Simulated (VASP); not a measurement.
Consider the following.

```
CELL_PARAMETERS angstrom
      0.00000     2.59000     2.59000
      2.59000     0.00000     2.59000
      2.59000     2.59000     0.00000
ATOMIC_POSITIONS crystal
  Sr 0.00000 0.00000 0.00000
  O  0.50000 0.50000 0.50000
```

Method: revTPSS meta-GGA, VASP's PBE PAW potentials (set 64) (plane waves; VASP). Settings: 520 eV cut-off, 10×10×10 Γ-centred mesh, tetrahedra with Blöchl corrections, potentials Sr_sv O.

Task: Give the energies of bands 6 to 11 at the high-symmetry points, in eV from the valence-band maximum.

Result: 
```tsv
band	Γ	X	U	L	W
6	0.00	-0.51	-0.97	-2.17	-1.10
7	0.00	-0.11	-0.57	-1.10	-0.49
8	0.00	-0.11	-0.54	-1.10	-0.49
9	3.82	3.27	4.78	6.54	6.01
10	6.34	7.92	7.85	8.15	6.01
11	6.34	10.12	8.86	8.98	8.77
```

The gap is indirect, 3.27 eV, from the valence maximum at Γ to the conduction minimum at X.

The compound is SrO in the rock salt structure. It was relaxed first.
